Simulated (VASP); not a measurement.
A convergence study with VASP on Sr (fcc): one setting is varied, all else stays as given below, so the limit is that of these other settings. Each run relaxes cell and ions from the cell shown. The basis is that of the starting cell, so low cut-offs carry a Pulay error.

```xyz
1
Lattice="0.0000 3.0400 3.0400 3.0400 0.0000 3.0400 3.0400 3.0400 0.0000" Properties=species:S:1:pos:R:3 pbc="T T T"
Sr     0.0000     0.0000     0.0000
```

These are PBE GGA, VASP's PBE PAW potentials (set 64) (plane waves; VASP) values and carry that method's errors. The tightest run used: 700 eV cut-off, 9×9×9 Γ-centred mesh, first-order Methfessel-Paxton smearing of 0.10 eV, potentials Sr_sv.

```
setting      relaxed volume (Å³/atom)  E (eV/atom)  plane waves
-----------  ------------------------  -----------  -----------
ENCUT = 150                    46.622      -1.9855          259
ENCUT = 200                    53.198      -1.6480          369
ENCUT = 250                    53.688      -1.6389          531
ENCUT = 300                    54.304      -1.6368          680
ENCUT = 350                    54.544      -1.6347          869
ENCUT = 400                    54.474      -1.6345         1032
```

Question: These are the cheaper rows. Estimate the results at ENCUT = 700, and how far the last row shown lies from them.

Answer: 
| quantity | tightest run | last row shown is off by |
|---|---|---|
| relaxed volume (Å³/atom) | 54.625 | -0.150 |
| E (eV/atom) | -1.6351 | 0.0006 |

Left out are rungs that failed or repeat a setting and relaxations that didn't move; long series are thinned to 24 rows.

The compound is Sr in the fcc structure.
